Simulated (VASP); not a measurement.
Given:

```xyz
2
Lattice="0.0000 2.1563 2.1563 2.1563 0.0000 2.1563 2.1563 2.1563 0.0000" Properties=species:S:1:pos:R:3 pbc="T T T"
Ru     0.0000     0.0000     0.0000
B      2.1563     2.1563     2.1563
```

The numbers are results of LDA (Ceperley-Alder, Perdew-Zunger), VASP's LDA PAW potentials (set 64) (plane waves; VASP 6.6.1), not measurements. Settings: 520 eV cut-off, 16×16×16 Γ-centred mesh, tetrahedra with Blöchl corrections, potentials Ru_pv B.

Problem. The job: RuB (relaxed from the rock salt structure, space group Fm-3m), 2 atoms, LDA, static run, 520 eV, 16×16×16 Γ-centred mesh. Roughly how much core time does it take on a busy server core?

Solution. About 50 core-seconds (one run on a shared machine, a rough figure). It had 145 irreducible k-points, 12 bands, up to 560 plane waves and 14 electronic steps.

The structure was generated: RuB was put into the rock salt type (Fm-3m), which need not be its known phase. It was relaxed first, which changed the volume by -35 %.
